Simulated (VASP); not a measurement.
All values below come from r2SCAN meta-GGA, VASP's PBE PAW potentials (set 64) (plane waves; VASP).

The input files of a VASP run:

POSCAR:
```
Ba
1
   -2.4885731740     2.4885731740     2.4885731740
    2.4885731740    -2.4885731740     2.4885731740
    2.4885731740     2.4885731740    -2.4885731740
Ba
1
Direct
  0.0000000000   0.0000000000   0.0000000000
```

KPOINTS:
```
Automatic mesh
0
Gamma
10 10 10
0 0 0
```

INCAR:
```
METAGGA = R2SCAN
LMAXMIX = 4   ! l cut-off of mixed one-centre charges
ENCUT = 520
PREC = Accurate
EDIFF = 1E-7   ! SCF stop (eV)
LWAVE = F
ISIF = 2   ! forces and stress, cell fixed
ISMEAR = 1   ! Methfessel-Paxton
NELM = 100   ! most electronic steps
LREAL = F   ! projection in real space or not
ALGO = Normal   ! blocked Davidson
SIGMA = 0.1   ! width (eV)
LASPH = T   ! aspherical one-centre terms
LMIXTAU = T
LCHARG = F
SYSTEM = Ba
```

POTCAR, in this order: Ba_sv (PBE.64 set). Program: vasp_std.

Output

OSZICAR:
```
       N       E                     dE             d eps       ncg     rms          rms(c)
DAV:   1     0.305206367865E+02    0.30521E+02   -0.44027E+03   846   0.948E+02
DAV:   2    -0.268657875168E+02   -0.57386E+02   -0.56486E+02  1058   0.156E+02
DAV:   3    -0.291956136194E+02   -0.23298E+01   -0.23038E+01  1060   0.365E+01
DAV:   4    -0.292606032791E+02   -0.64990E-01   -0.64928E-01  1438   0.453E+00
DAV:   5    -0.292611866226E+02   -0.58334E-03   -0.58332E-03  1134   0.309E-01    0.164E+00
DAV:   6    -0.258711126194E+02    0.33901E+01   -0.10135E+00  1274   0.760E+00    0.136E+00
DAV:   7    -0.258255481855E+02    0.45564E-01   -0.22728E-02   954   0.145E+00    0.140E+00
DAV:   8    -0.259597434882E+02   -0.13420E+00   -0.65254E-02   928   0.304E+00    0.542E-01
DAV:   9    -0.262270354278E+02   -0.26729E+00   -0.16215E-01  1010   0.432E+00    0.328E-01
DAV:  10    -0.262304225558E+02   -0.33871E-02   -0.26593E-03  1131   0.483E-01    0.341E-01
DAV:  11    -0.262407485416E+02   -0.10326E-01   -0.39069E-03   939   0.697E-01    0.250E-01
DAV:  12    -0.264472186220E+02   -0.20647E+00   -0.22313E-01  1000   0.409E+00    0.166E-01
DAV:  13    -0.264476885698E+02   -0.46995E-03   -0.23854E-03  1124   0.337E-01    0.172E-01
DAV:  14    -0.264348174262E+02    0.12871E-01   -0.55849E-03   885   0.107E+00    0.157E-01
DAV:  15    -0.264321195814E+02    0.26978E-02   -0.48915E-04  1123   0.273E-01    0.157E-01
DAV:  16    -0.264330829458E+02   -0.96336E-03   -0.11629E-03  1068   0.263E-01    0.237E-01
DAV:  17    -0.264249475989E+02    0.81353E-02   -0.15607E-02   848   0.143E+00    0.290E-01
DAV:  18    -0.264248274023E+02    0.12020E-03   -0.19872E-04  1268   0.923E-02    0.276E-01
DAV:  19    -0.264246230124E+02    0.20439E-03   -0.63979E-04   867   0.277E-01    0.226E-01
DAV:  20    -0.264249205845E+02   -0.29757E-03   -0.59748E-04   850   0.350E-01    0.190E-01
DAV:  21    -0.264251787090E+02   -0.25812E-03   -0.25698E-04   863   0.206E-01    0.203E-01
DAV:  22    -0.264251795580E+02   -0.84892E-06   -0.20584E-05   939   0.459E-02    0.196E-01
DAV:  23    -0.264252327971E+02   -0.53239E-04   -0.10732E-04   917   0.120E-01    0.124E-01
DAV:  24    -0.264253061599E+02   -0.73363E-04   -0.79172E-05   852   0.116E-01    0.105E-01
DAV:  25    -0.264253447500E+02   -0.38590E-04   -0.33080E-05   854   0.797E-02    0.490E-02
DAV:  26    -0.264253793276E+02   -0.34578E-04   -0.21537E-05   855   0.700E-02    0.251E-02
DAV:  27    -0.264253957706E+02   -0.16443E-04   -0.53143E-06   907   0.315E-02    0.125E-02
DAV:  28    -0.264254095267E+02   -0.13756E-04   -0.73748E-06   852   0.336E-02    0.597E-03
DAV:  29    -0.264254118751E+02   -0.23484E-05   -0.64054E-06   852   0.320E-02    0.210E-03
DAV:  30    -0.264254109447E+02    0.93038E-06   -0.18082E-06   854   0.168E-02    0.118E-03
DAV:  31    -0.264254115397E+02   -0.59500E-06   -0.12782E-06   852   0.130E-02    0.898E-04
DAV:  32    -0.264254103898E+02    0.11499E-05   -0.16596E-07   926   0.609E-03    0.605E-04
DAV:  33    -0.264254105354E+02   -0.14560E-06   -0.22078E-08   459   0.194E-03    0.422E-04
DAV:  34    -0.264254103947E+02    0.14071E-06   -0.62227E-09   432   0.982E-04    0.237E-04
DAV:  35    -0.264254103944E+02    0.23567E-09   -0.44837E-09   432   0.716E-04
   1 F= -.26425410E+02 E0= -.26425321E+02  d E =-.267224E-03
```

**OUTCAR**
```
------------------------ aborting loop because EDIFF is reached ----------------------------------------
  FORCE on cell =-STRESS in cart. coord.  units (eV):
  Direction    XX          YY          ZZ          XY          YZ          ZX
  --------------------------------------------------------------------------------------
  Total        0.2061366      0.2061366      0.2061366      0.0000000      0.0000000      0.0000000
  in kB        5.3574051      5.3574051      5.3574051      0.0000000      0.0000000      0.0000000
  external PRESSURE =       5.3574051 kB  Pullay stress =       0.0000000 kB
  volume of cell :       61.65
      direct lattice vectors                 reciprocal lattice vectors
    -2.488573174  2.488573174  2.488573174     0.000000000  0.200918344  0.200918344
     2.488573174 -2.488573174  2.488573174     0.200918344  0.000000000  0.200918344
     2.488573174  2.488573174 -2.488573174     0.200918344  0.200918344  0.000000000
 POSITION                                       TOTAL-FORCE (eV/Angst)
 -----------------------------------------------------------------------------------
      0.00000      0.00000      0.00000        -0.000000      0.000000      0.000000
 -----------------------------------------------------------------------------------
    total drift:                               -0.000000      0.000000     -0.000000
  FREE ENERGIE OF THE ION-ELECTRON SYSTEM (eV)
  ---------------------------------------------------
  free  energy   TOTEN  =       -26.4254103944 eV

  energy  without entropy=      -26.4251431703  energy(sigma->0) =      -26.42532132
```
(Selected blocks of OUTCAR.)

### OUTCAR
```
 val. band max:        1.7946838090   @ k =  -0.4000  -0.4000   0.2000

 cond. band min:       1.8300013277   @ k =  -0.4000  -0.4000   0.1000


 Fermi energy:         1.7962837825

 k-point     1 :       0.0000    0.0000    0.0000
  band No.  band energies     occupation
      1     -28.0768      2.00000
      2     -12.5959      2.00000
      3     -12.5959      2.00000
      4     -12.5959      2.00000
      5      -1.0883      2.00000
      6       3.9647      0.00000
      7       3.9647      0.00000
      8       3.9647      0.00000
      9       5.3364      0.00000

 k-point     2 :       0.1000    0.0000    0.0000
  band No.  band energies     occupation
      1     -28.0719      2.00000
      2     -12.6484      2.00000
      3     -12.6113      2.00000
      4     -12.5965      2.00000
      5      -0.8878      2.00000
      6       3.7917     -0.00000
      7       3.8473      0.00000
      8       4.1654      0.00000
      9       5.0901      0.00000

 k-point     3 :       0.2000    0.0000    0.0000
  band No.  band energies     occupation
      1     -28.0591      2.00000
      2     -12.7816      2.00000
      3     -12.6513      2.00000
      4     -12.5980      2.00000
      5      -0.3450      2.00000
      6       3.3746     -0.00000
      7       3.4116     -0.00000
      8       4.7522      0.00000
      9       5.0229      0.00000

 k-point     4 :       0.3000    0.0000    0.0000
  band No.  band energies     occupation
      1     -28.0432      2.00000
      2     -12.9389      2.00000
      3     -12.6998      2.00000
      4     -12.5999      2.00000
      5       0.3413      2.00000
      6       2.9121     -0.00000
      7       3.0334     -0.00000
      8       5.2573      0.00000
      9       5.4889      0.00000

 k-point     5 :       0.4000    0.0000    0.0000
  band No.  band energies     occupation
      1     -28.0302      2.00000
      2     -13.0607      2.00000
      3     -12.7385      2.00000
...
```

Unless said otherwise, spin-orbit coupling is left out, though it shifts the bands of the heavy elements here.

The compound is Ba in the bcc structure. This cell is one point of a volume scan, at 0.94 of the reference volume.
